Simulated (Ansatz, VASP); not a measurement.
This is a calculation of AlHg for VASP 6.6.1. The cell comes from a database or a generator and needn't be the stable form of this composition.

File INCAR:

```
SYSTEM = AlHg
PREC = Accurate
ENCUT = 600
EDIFF = 1E-6
ISMEAR = -1
SIGMA = 0.05
LREAL = .FALSE.
LASPH = .TRUE.
NELM = 100
ALGO = Fast
ISIF = 3
LWAVE = .FALSE.
LCHARG = .FALSE.
GGA = RE
IBRION = 2
NSW = 60
EDIFFG = -0.005
```

Contents of KPOINTS:

```
Automatic mesh
0
G
  8 8 8
  0 0 0
```

Contents of POSCAR:

```
AlHg
1.0
    0.0000000000      3.0685300000      3.0685300000
    3.0685300000      0.0000000000      3.0685300000
    3.0685300000      3.0685300000      0.0000000000
Al Hg
1 1
Direct
    0.0000000000      0.0000000000      0.0000000000
    0.7500000000      0.7500000000      0.7500000000
```

Potentials or basis: VASP PAW PBE potentials, release 64 (Al, Hg).

Command:

```bash
$ cat potpaw_PBE.64/Al/POTCAR potpaw_PBE.64/Hg/POTCAR > POTCAR
$ mpirun -np 1 vasp_std > vasp.out
```

Task: What does the same run look like in Ansatz 0.2.0? Potentials or basis there: Ansatz PAW, cutoff 420 eV.

Result: As run (cutoffs and basis follow the program's own potentials, and thresholds, step limits or extra output files can differ):

input.yaml

```yaml
crystal:
  lattice:
    - [0.0, 3.06853, 3.06853]
    - [3.06853, 0.0, 3.06853]
    - [3.06853, 3.06853, 0.0]
  atoms:
    - { symbol: Al, position: [0.0, 0.0, 0.0] }
    - { symbol: Hg, position: [0.75, 0.75, 0.75] }
hamiltonian:
  xc: revpbe
  pseudopotentials: { kind: paw }
kpoints:
  mp_grid: { grid: [8, 8, 8] }
scf:
  occupations: { method: fermi_dirac, width: 0.05 }
output:
  forces: true
  stress: true
  eigenvalues: true
relax:
  f_tol: 0.01
  max_steps: 40
  cell: { stress_tol: 0.05 }
```

Potentials or basis: Ansatz PAW.

Launch:

```sh
$ ansatz run input.yaml --threads 2 --pin off --max-ram 5632MiB --backend cpu --events-out ev --progress --plain --runs-dir out
```

Both were run:

|  | VASP | Ansatz |
| --- | --- | --- |
| Relaxed volume | 29.82 Å³/atom | 29.82 Å³/atom |
| Relaxed cell | a = 4.385 Å, b = 4.385 Å, c = 4.385 Å, α = 60.00°, β = 60.00°, γ = 60.00° | a = 4.385 Å, b = 4.385 Å, c = 4.385 Å, α = 60.00°, β = 60.00°, γ = 60.00° |
| Space group after relaxing | F-43m (No. 216) | F-43m (No. 216) |
| Pressure after relaxing | 0.0 GPa | 0.0 GPa |

Ansatz's pressure holds a Pulay term of +0.03 GPa for its cutoff of 420 eV, which the other run lacks.

The potentials hold 15 and 23 valence electrons a cell.

VASP's potentials were made for PBE. Ansatz's potentials were made for PBE.

Where Ansatz's input types no cutoff or centring, it takes its own default and a Γ-centred mesh.

Pressure is positive in compression.
